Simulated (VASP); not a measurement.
Energy against volume of C (diamond). Calculation: PBE0 hybrid, VASP's PBE PAW potentials (set 64) (plane waves; VASP 6.6.1). Numerical set-up: 520 eV cut-off, 10×10×10 Γ-centred mesh, Gaussian smearing of 0.050 eV, potentials C.

```json
[
 {"V (Å³/atom)": "5.362", "E (eV/atom)": "-11.04922"},
 {"V (Å³/atom)": "5.533", "E (eV/atom)": "-11.06235"},
 {"V (Å³/atom)": "5.704", "E (eV/atom)": "-11.05938"},
 {"V (Å³/atom)": "5.875", "E (eV/atom)": "-11.04243"}
]
```

### Question
Fit these four points and predict the energy of the run at 5.191 Å³/atom.

### Answer
A cubic in V^(−2/3), the third-order Birch-Murnaghan form, passes through the four points with V0 = 5.58 Å³/atom and B0 = 471 GPa, and gives -11.0174 eV/atom there. The run gave -11.0175 eV/atom, -0.1 meV/atom from the fit; all five points give B0 = 471 GPa.

The compound is C in the diamond structure. It was relaxed first. The cell's shape comes from a PBE relaxation.
